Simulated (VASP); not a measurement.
Calculation: TPSS meta-GGA, VASP's PBE PAW potentials (set 64) (plane waves; VASP).

VASP ran on this input.

File KPOINTS:
```
Automatic mesh
0
Gamma
12 12 7
0 0 0
```

INCAR:
```
LMAXMIX = 6   ! l cut-off of mixed one-centre charges
METAGGA = TPSS
PREC = Accurate
EDIFF = 1E-7   ! SCF stop (eV)
NSW = 30   ! most ionic steps
ENCUT = 520   ! plane-wave cut-off (eV)
LREAL = F   ! projection in real space or not
LCHARG = F
NELM = 100   ! most electronic steps
ALGO = Normal   ! blocked Davidson
SIGMA = 0.1   ! width (eV)
LASPH = T   ! aspherical one-centre terms
ISMEAR = 1   ! Methfessel-Paxton
EDIFFG = -0.01
LMIXTAU = T
LWAVE = F
IBRION = 2   ! conjugate gradients
ISIF = 4   ! ions and shape, fixed volume
SYSTEM = Ho
```

**POSCAR**
```
Ho
1.0
  1.8232895545  -3.1580302007   0.0000000000
  1.8232895545   3.1580302007   0.0000000000
  0.0000000000   0.0000000000   5.6181196536
Ho
2
Direct
  0.3333330000   0.6666670000   0.2500000000
  0.6666670000   0.3333330000   0.7500000000
```

POTCAR, in this order: Ho_3 (PBE.64 set). Program: vasp_std.

What VASP printed:

OSZICAR:
```
       N       E                     dE             d eps       ncg     rms          rms(c)
DAV:   1     0.138598561782E+03    0.13860E+03   -0.94832E+03  2008   0.161E+03
DAV:   2    -0.406128035381E+00   -0.13900E+03   -0.13654E+03  2190   0.719E+02
DAV:   3    -0.104814900325E+02   -0.10075E+02   -0.96561E+01  3386   0.138E+02
DAV:   4    -0.110596889291E+02   -0.57820E+00   -0.51867E+00  3480   0.223E+01
DAV:   5    -0.110887127017E+02   -0.29024E-01   -0.28522E-01  3534   0.500E+00    0.277E+01
DAV:   6    -0.160884237505E+02   -0.49997E+01   -0.20442E+01  1976   0.408E+02    0.154E+01
DAV:   7    -0.154254283395E+02    0.66300E+00   -0.12252E+00  3744   0.387E+01    0.178E+00
DAV:   8    -0.156435108316E+02   -0.21808E+00   -0.53342E-01  2358   0.995E+00    0.113E+00
DAV:   9    -0.151946610525E+02    0.44885E+00   -0.12894E+02  1976   0.314E+03    0.670E-01
DAV:  10    -0.151650094872E+02    0.29652E-01   -0.20306E-02  3708   0.421E+00    0.187E-01
DAV:  11    -0.156539215338E+02   -0.48891E+00   -0.45720E-01  2051   0.882E+00    0.465E-02
DAV:  12    -0.156542817297E+02   -0.36020E-03   -0.17778E-03  3176   0.621E-01    0.704E-02
DAV:  13    -0.151523430601E+02    0.50194E+00   -0.14486E+02  1976   0.358E+03    0.135E-01
DAV:  14    -0.151618249546E+02   -0.94819E-02   -0.60915E-03  3169   0.201E+00    0.549E-02
DAV:  15    -0.156537993705E+02   -0.49197E+00   -0.45187E-01  2031   0.874E+00    0.387E-02
DAV:  16    -0.156541864648E+02   -0.38709E-03   -0.15424E-03  3154   0.696E-01    0.409E-02
DAV:  17    -0.156542417765E+02   -0.55312E-04   -0.20314E-05  3403   0.704E-02    0.272E-02
DAV:  18    -0.156542149193E+02    0.26857E-04   -0.36471E-06  3319   0.241E-02    0.220E-02
DAV:  19    -0.156542520950E+02   -0.37176E-04   -0.41606E-06  3114   0.217E-02    0.942E-03
DAV:  20    -0.156542521083E+02   -0.13266E-07   -0.13881E-07  1928   0.488E-03
   1 F= -.15654252E+02 E0= -.15653275E+02  d E =-.156543E+02
       N       E                     dE             d eps       ncg     rms          rms(c)
DAV:   1    -0.156557522902E+02   -0.15002E-02   -0.57190E-02  2882   0.214E+00    0.167E-01
DAV:   2    -0.156550302109E+02    0.72208E-03   -0.16301E-03  3206   0.528E-01    0.928E-02
DAV:   3    -0.156547940900E+02    0.23612E-03   -0.37672E-04  3258   0.189E-01    0.572E-02
DAV:   4    -0.156547511615E+02    0.42928E-04   -0.85009E-05  3218   0.871E-02    0.189E-02
DAV:   5    -0.156547765316E+02   -0.25370E-04   -0.42713E-05  3051   0.806E-02    0.101E-02
DAV:   6    -0.156547896691E+02   -0.13137E-04   -0.61459E-06  2508   0.272E-02    0.257E-03
DAV:   7    -0.156547875003E+02    0.21687E-05   -0.19518E-06  2487   0.128E-02    0.397E-03
DAV:   8    -0.156547905672E+02   -0.30669E-05   -0.54055E-07  2490   0.701E-03    0.459E-04
DAV:   9    -0.156547905932E+02   -0.25984E-07   -0.11797E-08  1513   0.183E-03
   2 F= -.15654791E+02 E0= -.15653901E+02  d E =-.538485E-03
       N       E                     dE             d eps       ncg     rms          rms(c)
DAV:   1    -0.156553801937E+02   -0.58963E-03   -0.27335E-02  2877   0.148E+00    0.115E-01
DAV:   2    -0.156550277218E+02    0.35247E-03   -0.77967E-04  3181   0.366E-01    0.643E-02
DAV:   3    -0.156549135684E+02    0.11415E-03   -0.18433E-04  3258   0.132E-01    0.395E-02
DAV:   4    -0.156548984140E+02    0.15154E-04   -0.39938E-05  3299   0.568E-02    0.130E-02
DAV:   5    -0.156549070685E+02   -0.86545E-05   -0.18138E-05  3012   0.500E-02    0.708E-03
DAV:   6    -0.156549110367E+02   -0.39682E-05   -0.20239E-06  2667   0.138E-02    0.115E-03
DAV:   7    -0.156549101876E+02    0.84907E-06   -0.53996E-07  2570   0.549E-03    0.264E-03
DAV:   8    -0.156549110441E+02   -0.85643E-06   -0.17278E-07  2057   0.331E-03    0.300E-04
DAV:   9    -0.156549110576E+02   -0.13541E-07   -0.71078E-09  1243   0.159E-03
   3 F= -.15654911E+02 E0= -.15654094E+02  d E =-.658949E-03
```

File OUTCAR:
```
------------------------ aborting loop because EDIFF is reached ----------------------------------------
  FORCE on cell =-STRESS in cart. coord.  units (eV):
  Direction    XX          YY          ZZ          XY          YZ          ZX
  --------------------------------------------------------------------------------------
  Total       -0.8782156     -0.8782157     -0.8709229      0.0000000     -0.0000000      0.0000000
  in kB      -21.7479760    -21.7479767    -21.5673798      0.0000000     -0.0000000      0.0000000
  external PRESSURE =     -21.6877775 kB  Pullay stress =       0.0000000 kB
  volume of cell :       64.70
      direct lattice vectors                 reciprocal lattice vectors
     1.817970498 -3.148817320  0.000000000     0.275031966 -0.158789777 -0.000000000
     1.817970498  3.148817320 -0.000000000     0.275031966  0.158789777 -0.000000000
     0.000000000  0.000000000  5.651042983     0.000000000  0.000000000  0.176958484
 POSITION                                       TOTAL-FORCE (eV/Angst)
 -----------------------------------------------------------------------------------
      1.81797      1.04961      1.41276        -0.000000     -0.000000      0.000000
      1.81797     -1.04961      4.23828         0.000000      0.000000      0.000000
 -----------------------------------------------------------------------------------
    total drift:                                0.000000      0.000093     -0.000010
  FREE ENERGIE OF THE ION-ELECTRON SYSTEM (eV)
  ---------------------------------------------------
  free  energy   TOTEN  =       -15.6549110576 eV

  energy  without entropy=      -15.6524612041  energy(sigma->0) =      -15.65409444

 reached required accuracy - stopping structural energy minimisation
```
(Selected blocks of OUTCAR.)

### CONTCAR
```
Ho
   1.00000000000000
     1.8179704976542825   -3.1488173195767102    0.0000000000000000
     1.8179704976542825    3.1488173195767102   -0.0000000000000000
     0.0000000000000000    0.0000000000000000    5.6510429833111271
  Ho
     2
Direct
     0.3333330000000032    0.6666669999999968    0.2500000000000000
     0.6666669999999968    0.3333330000000032    0.7500000000000000
```

**OUTCAR**
```
 val. band max:        2.7738892289   @ k =   0.3333   0.0000   0.4286

 cond. band min:       2.7798465827   @ k =   0.4167   0.0833   0.4286


 Fermi energy:         2.7747698201

 k-point     1 :       0.0000    0.0000    0.0000
  band No.  band energies     occupation
      1     -21.7832      2.00000
      2     -21.3156      2.00000
      3     -21.3156      2.00000
      4     -21.2206      2.00000
      5     -21.2206      2.00000
      6     -21.1773      2.00000
      7      -2.4204      2.00000
      8       0.6685      2.00000
      9       3.7842     -0.00000
     10       4.6553     -0.00000
     11       4.6553     -0.00000
     12       5.0791      0.00000
     13       5.3530      0.00000

 k-point     2 :       0.0833    0.0000    0.0000
  band No.  band energies     occupation
      1     -21.7710      2.00000
      2     -21.3394      2.00000
      3     -21.3240      2.00000
      4     -21.2459      2.00000
      5     -21.2236      2.00000
      6     -21.1835      2.00000
      7      -2.2640      2.00000
      8       0.8209      2.00000
      9       3.6218     -0.00000
     10       4.2656     -0.00000
     11       4.8051      0.00000
     12       5.1545      0.00000
     13       5.3714      0.00000

 k-point     3 :       0.1667    0.0000    0.0000
  band No.  band energies     occupation
      1     -21.7359      2.00000
      2     -21.4045      2.00000
      3     -21.3461      2.00000
      4     -21.3137      2.00000
      5     -21.2324      2.00000
      6     -21.2020      2.00000
      7      -1.8144      2.00000
      8       1.2313      2.00000
      9       3.2142     -0.00000
     10       3.6642     -0.00000
     11       4.7254     -0.00000
     12       5.1793      0.00000
     13       5.2612      0.00000

 k-point     4 :       0.2500    0.0000    0.0000
  band No.  band energies     occupation
      1     -21.6829      2.00000
      2     -21.4940      2.00000
      3     -21.4026      2.00000
...
```

The 4f electrons are frozen in the core of the lanthanide potential, so 4f levels, which can set the real gap, and their magnetism are missing.

The compound is Ho in the hcp structure. This cell is one point of a volume scan, at 1.06 of the reference volume. Symmetry was kept, so distortions that lower it aren't found.
